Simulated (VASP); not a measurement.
OSZICAR of a VASP run on Hf (hcp):

### OSZICAR
```
       N       E                     dE             d eps       ncg     rms          rms(c)
DAV:   1     0.467584635807E+02    0.46758E+02   -0.11751E+04  2368   0.135E+03
DAV:   2    -0.186138012855E+02   -0.65372E+02   -0.64278E+02  2946   0.270E+02
DAV:   3    -0.205728326541E+02   -0.19590E+01   -0.19255E+01  3168   0.305E+01
DAV:   4    -0.205933696335E+02   -0.20537E-01   -0.20533E-01  2762   0.372E+00
DAV:   5    -0.205936937183E+02   -0.32408E-03   -0.32405E-03  3282   0.383E-01    0.637E+01
DAV:   6    -0.200396517170E+02    0.55404E+00   -0.54795E-01  2496   0.564E+00    0.377E+01
DAV:   7    -0.198491329158E+02    0.19052E+00   -0.92031E-01  2590   0.698E+00    0.196E+00
DAV:   8    -0.198380264210E+02    0.11106E-01   -0.62861E-02  2664   0.190E+00    0.382E-01
DAV:   9    -0.198381291434E+02   -0.10272E-03   -0.12892E-03  3288   0.293E-01    0.222E-01
DAV:  10    -0.198381162211E+02    0.12922E-04   -0.62361E-05  2770   0.627E-02    0.282E-01
DAV:  11    -0.198381186240E+02   -0.24029E-05   -0.84855E-06  3090   0.247E-02    0.124E-02
DAV:  12    -0.198381189890E+02   -0.36502E-06   -0.65891E-07  3174   0.616E-03    0.118E-02
DAV:  13    -0.198381187757E+02    0.21325E-06   -0.48619E-08  1986   0.194E-03    0.313E-03
DAV:  14    -0.198381187085E+02    0.67220E-07   -0.70339E-09  1812   0.865E-04
   1 F= -.20709720E+02 E0= -.20709620E+02  d E =-.207097E+02
       N       E                     dE             d eps       ncg     rms          rms(c)
DAV:   1    -0.198390344249E+02   -0.91565E-03   -0.48665E-02  2382   0.183E+00    0.192E-01
DAV:   2    -0.198385025534E+02    0.53187E-03   -0.76648E-04  3102   0.220E-01    0.869E-02
DAV:   3    -0.198383320993E+02    0.17045E-03   -0.19597E-04  3222   0.981E-02    0.746E-02
DAV:   4    -0.198383045605E+02    0.27539E-04   -0.67959E-05  3354   0.590E-02    0.334E-02
DAV:   5    -0.198383049334E+02   -0.37287E-06   -0.41054E-06  2954   0.151E-02    0.243E-03
DAV:   6    -0.198383049498E+02   -0.16433E-07   -0.77086E-08  1844   0.219E-03
   2 F= -.20709912E+02 E0= -.20709864E+02  d E =-.191513E-03
```

Q: Which electronic solver shows in the log?

A: It is blocked Davidson (ALGO = Normal, or the opening steps of other solvers). The INCAR had ALGO = Normal.

Q: Can the final energy be trusted as converged?

A: The calculation finished and met its thresholds. It stopped with EDIFF = 1E-7, NELM = 100, NSW = 30 and EDIFFG = -0.01 after 2 ionic steps (PBE GGA with D3 dispersion (Becke-Johnson damping), plane waves, VASP's PBE PAW potentials (set 64)).

The compound is Hf in the hcp structure. This cell is one point of a volume scan, at 1.06 of the reference volume. Symmetry was kept, so distortions that lower it aren't found.
